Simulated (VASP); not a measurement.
Calculation: PBEsol GGA, VASP's PBE PAW potentials (set 64) (plane waves; VASP).

Input for VASP

POSCAR:
```
GaN
1.0
  3.1796893579   0.0000000000   0.0000000000
 -1.5898446789   2.7536921658   0.0000000000
  0.0000000000   0.0000000000   5.1853142581
Ga N
2 2
Cart
 -0.0000015898   1.8357956951   5.1819889959
  1.5898462688   0.9178964707   2.5893318669
 -0.0000015898   1.8357956951   1.9478181090
  1.5898462688   0.9178964707   4.5404752380
```

**INCAR**
```
! general
SYSTEM  = GaN
PREC    = Accurate
ENCUT   = 620
LREAL   = .FALSE.
LASPH   = .TRUE.

! electronic loop
EDIFF   = 1E-6
NELM    = 100
ALGO    = Normal
LMAXMIX = 4

! smearing
ISMEAR  = 0
SIGMA   = 0.05

! functional
GGA     = PS

! ions
IBRION  = 2
NSW     = 40
ISIF    = 3
EDIFFG  = -0.02

! output
LWAVE   = .FALSE.
LCHARG  = .FALSE.
```

KPOINTS:
```
Automatic mesh
0
Gamma
8 8 5
0 0 0
```

POTCAR, in this order: Ga_d N (PBE.64 set). Program: vasp_std.

Output of the run:

File OSZICAR:
```
       N       E                     dE             d eps       ncg     rms          rms(c)
DAV:   1     0.295468434103E+03    0.29547E+03   -0.20437E+04  1376   0.341E+03
DAV:   2     0.936386958786E+01   -0.28610E+03   -0.27733E+03  1452   0.578E+02
DAV:   3    -0.281402934259E+02   -0.37504E+02   -0.37213E+02  1476   0.168E+02
DAV:   4    -0.299007749663E+02   -0.17605E+01   -0.17547E+01  1854   0.370E+01
DAV:   5    -0.299248839219E+02   -0.24109E-01   -0.24096E-01  1494   0.430E+00    0.102E+01
DAV:   6    -0.262416553227E+02    0.36832E+01   -0.13477E+01  2416   0.583E+01    0.304E+00
DAV:   7    -0.263201916747E+02   -0.78536E-01   -0.16044E+00  1440   0.112E+01    0.261E+00
DAV:   8    -0.262984801832E+02    0.21711E-01   -0.30880E-01  2320   0.843E+00    0.967E-01
DAV:   9    -0.262725380797E+02    0.25942E-01   -0.12447E-01  2386   0.602E+00    0.294E-01
DAV:  10    -0.262733817306E+02   -0.84365E-03   -0.60251E-03  1544   0.857E-01    0.134E-01
DAV:  11    -0.262733036838E+02    0.78047E-04   -0.82601E-04  2108   0.556E-01    0.222E-02
DAV:  12    -0.262733082865E+02   -0.46028E-05   -0.13978E-04  1592   0.969E-02    0.114E-02
DAV:  13    -0.262733081118E+02    0.17473E-06   -0.17469E-05  1850   0.936E-02    0.270E-03
DAV:  14    -0.262733081712E+02   -0.59385E-07   -0.14648E-06  1102   0.280E-02
   1 F= -.26273308E+02 E0= -.26273308E+02  d E =-.262733E+02
```

**OUTCAR**
```
------------------------ aborting loop because EDIFF is reached ----------------------------------------
  FORCE on cell =-STRESS in cart. coord.  units (eV):
  Direction    XX          YY          ZZ          XY          YZ          ZX
  --------------------------------------------------------------------------------------
  Total       -0.0080160     -0.0080160     -0.0450553     -0.0000000      0.0000000      0.0000000
  in kB       -0.2828734     -0.2828735     -1.5899414     -0.0000000      0.0000000      0.0000000
  external PRESSURE =      -0.7185628 kB  Pullay stress =       0.0000000 kB
  volume of cell :       45.40
      direct lattice vectors                 reciprocal lattice vectors
     3.179689358  0.000000000  0.000000000     0.314496131  0.181574399  0.000000000
    -1.589844679  2.753692166  0.000000000     0.000000000  0.363148798  0.000000000
     0.000000000  0.000000000  5.185314258     0.000000000  0.000000000  0.192852342
  FREE ENERGIE OF THE ION-ELECTRON SYSTEM (eV)
  ---------------------------------------------------
  free  energy   TOTEN  =       -26.2733081712 eV

  energy  without entropy=      -26.2733081712  energy(sigma->0) =      -26.27330817

 reached required accuracy - stopping structural energy minimisation
```
(Selected blocks of OUTCAR.)

The structure was generated: GaN was put into the wurtzite type (P6_3mc), which need not be its known phase. It was relaxed first.
